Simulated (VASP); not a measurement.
A convergence study with VASP on KTaO$_{3}$ (cubic perovskite): one setting is varied, all else stays as given below, so the limit is that of these other settings. The cell's lengths are 1 % over those of the tabulated start and one atom is moved, so it is off equilibrium.

```yaml
crystal:
  lattice:
    - [4.02990, 0.00000, 0.00000]
    - [0.00000, 4.02990, 0.00000]
    - [0.00000, 0.00000, 4.02990]
  atoms:
    - { symbol: K, position: [0.00000, 0.00000, 0.00000] }
    - { symbol: Ta, position: [0.50000, 0.50000, 0.50000] }
    - { symbol: O, position: [0.50000, 0.00000, 0.50000] }
    - { symbol: O, position: [0.00000, 0.50000, 0.50000] }
    - { symbol: O, position: [0.51504, 0.50000, 0.00000] }
```

Calculation: PBEsol GGA, VASP's PBE PAW potentials (set 64) (plane waves; VASP). The tightest run used: 1000 eV cut-off, 6×6×6 Γ-centred mesh, Gaussian smearing of 0.050 eV, potentials K_sv Ta_pv O.

Unless said otherwise, spin-orbit coupling is left out, though it shifts the bands of the heavy elements here. Gaps are read on the run's mesh, which can miss a band edge.

Q: The settings run are ENCUT = 250; ENCUT = 300; ENCUT = 350; ENCUT = 400; ENCUT = 450; ENCUT = 500; ENCUT = 550; ENCUT = 600; ENCUT = 650; ENCUT = 700; ENCUT = 750; ENCUT = 800; ENCUT = 850; ENCUT = 1000. From which on does the energy per atom stay within 0.005 eV/atom of the tightest run?

A: From ENCUT = 450 on: it is off by 0.0012 there and by no more than 0.005 in any finer run, while ENCUT = 400 is off by 0.0070.
```json
[
 {"setting": "ENCUT = 250", "E (eV/atom)": "-8.7749", "pressure (GPa)": "-80.38", "largest force (eV/Å)": "0.303", "gap on the mesh (eV)": "2.147", "plane waves": "624", "difference judged (eV/atom)": "0.1957"},
 {"setting": "ENCUT = 300", "E (eV/atom)": "-8.6554", "pressure (GPa)": "-40.61", "largest force (eV/Å)": "0.276", "gap on the mesh (eV)": "1.957", "plane waves": "804", "difference judged (eV/atom)": "0.0762"},
 {"setting": "ENCUT = 350", "E (eV/atom)": "-8.5979", "pressure (GPa)": "-19.86", "largest force (eV/Å)": "0.314", "gap on the mesh (eV)": "2.031", "plane waves": "992", "difference judged (eV/atom)": "0.0187"},
 {"setting": "ENCUT = 400", "E (eV/atom)": "-8.5861", "pressure (GPa)": "-10.31", "largest force (eV/Å)": "0.307", "gap on the mesh (eV)": "2.024", "plane waves": "1213", "difference judged (eV/atom)": "0.0070"},
 {"setting": "ENCUT = 450", "E (eV/atom)": "-8.5780", "pressure (GPa)": "-6.77", "largest force (eV/Å)": "0.303", "gap on the mesh (eV)": "2.015", "plane waves": "1452", "difference judged (eV/atom)": "0.0012"},
 {"setting": "ENCUT = 500", "E (eV/atom)": "-8.5757", "pressure (GPa)": "-5.79", "largest force (eV/Å)": "0.304", "gap on the mesh (eV)": "2.014", "plane waves": "1675", "difference judged (eV/atom)": "0.0034"},
 {"setting": "ENCUT = 550", "E (eV/atom)": "-8.5761", "pressure (GPa)": "-5.73", "largest force (eV/Å)": "0.304", "gap on the mesh (eV)": "2.014", "plane waves": "1936", "difference judged (eV/atom)": "0.0031"},
 {"setting": "ENCUT = 600", "E (eV/atom)": "-8.5772", "pressure (GPa)": "-5.86", "largest force (eV/Å)": "0.304", "gap on the mesh (eV)": "2.015", "plane waves": "2272", "difference judged (eV/atom)": "0.0020"},
 {"setting": "ENCUT = 650", "E (eV/atom)": "-8.5781", "pressure (GPa)": "-5.92", "largest force (eV/Å)": "0.304", "gap on the mesh (eV)": "2.016", "plane waves": "2517", "difference judged (eV/atom)": "0.0011"},
 {"setting": "ENCUT = 700", "E (eV/atom)": "-8.5788", "pressure (GPa)": "-5.89", "largest force (eV/Å)": "0.304", "gap on the mesh (eV)": "2.017", "plane waves": "2800", "difference judged (eV/atom)": "0.0004"},
 {"setting": "ENCUT = 750", "E (eV/atom)": "-8.5791", "pressure (GPa)": "-5.81", "largest force (eV/Å)": "0.304", "gap on the mesh (eV)": "2.017", "plane waves": "3112", "difference judged (eV/atom)": "0.0001"},
 {"setting": "ENCUT = 800", "E (eV/atom)": "-8.5793", "pressure (GPa)": "-5.72", "largest force (eV/Å)": "0.304", "gap on the mesh (eV)": "2.017", "plane waves": "3407", "difference judged (eV/atom)": "0.0001"},
 {"setting": "ENCUT = 850", "E (eV/atom)": "-8.5792", "pressure (GPa)": "-5.66", "largest force (eV/Å)": "0.304", "gap on the mesh (eV)": "2.017", "plane waves": "3743", "difference judged (eV/atom)": "0.0000"},
 {"setting": "ENCUT = 1000", "E (eV/atom)": "-8.5792", "pressure (GPa)": "-5.63", "largest force (eV/Å)": "0.304", "gap on the mesh (eV)": "2.017", "plane waves": "4726", "difference judged (eV/atom)": "0.0000"}
]
```

Left out are rungs that failed or repeat a setting and relaxations that didn't move; long series are thinned to 24 rows.

The compound is KTaO3 in the cubic perovskite structure. The cell was not relaxed at this level, it is distorted from the ideal structure.
